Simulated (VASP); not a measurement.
VASP runs on V₂N (space group P6_3/mmc) share one base input (PBE GGA, plane waves, VASP's PBE PAW potentials (set 64)) and change the settings named in each case.

### INCAR
```
! general
SYSTEM =V2N
PREC   =Accurate
ENCUT  =400
LREAL  =.False.
LASPH  =.True.

! electronic loop
EDIFF  =1E-6
NELM   =100
ALGO   =Normal
LMAXMIX=4

! smearing
ISMEAR =-1
SIGMA  =0.1

! functional
GGA    =PE

! spin
ISPIN  =2
MAGMOM =2*0.0 4*2.0

! ions
ISIF   =2

! output
LWAVE  =.False.
LCHARG =.False.
LORBIT =11
```

### POSCAR
```
V2N
3.6659320
  1.0000000000   0.0000000000   0.0000000000
 -0.5000000000   0.8660256109   0.0000000000
  0.0000000000   0.0000000000   1.2252747732
N V
2 4
Cartesian
 -0.0000005000   0.5773506960   0.3063186933
  0.5000005000   0.2886749150   0.9189560799
  0.0000000000   0.0000000000   0.0000000000
  0.0000000000   0.0000000000   0.6126373866
 -0.0000005000   0.5773506960   0.9189560799
  0.5000005000   0.2886749150   0.3063186933
```

File KPOINTS:
```
Automatic mesh
0
Gamma
4 4 3
0 0 0
```

POTCAR, in this order: N V_sv (PBE.64 set). Program: vasp_std.

```csv
change,E(σ→0) (eV/atom),pressure (GPa),moment (μB),−TS (eV)
base run,-8.3369,33.43,0.00,-0.1654
GGA = PS,-9.0437,21.96,0.00,-0.1700
KPOINTS 3×3×2 Γ-centred mesh,-8.2630,35.25,0.00,-0.1263
"LDAU = .TRUE., LDAUJ = 0 0, LDAUL = -1 2, LDAUTYPE = 2, LDAUU = 0 5.0",-5.2544,67.87,3.00,-0.0436
```
 Energies of different potentials or functionals have different zeros.  The moments were started parallel, and other spin orders were not tried in this run. At 400 eV the pressure can carry a Pulay error.

Left out are runs that ran out of time, are held back, or changed the cell or the kind of run, fixed moments of cells without a moment, rows past the twelfth, gaps on odd meshes, pressures of charged cells and columns that move by less than the noise.

The structure was generated: V2N was put into an ordered model structure, which need not be its known phase. The cell was not relaxed at this level, its lattice was scaled by up to 2.5 %.
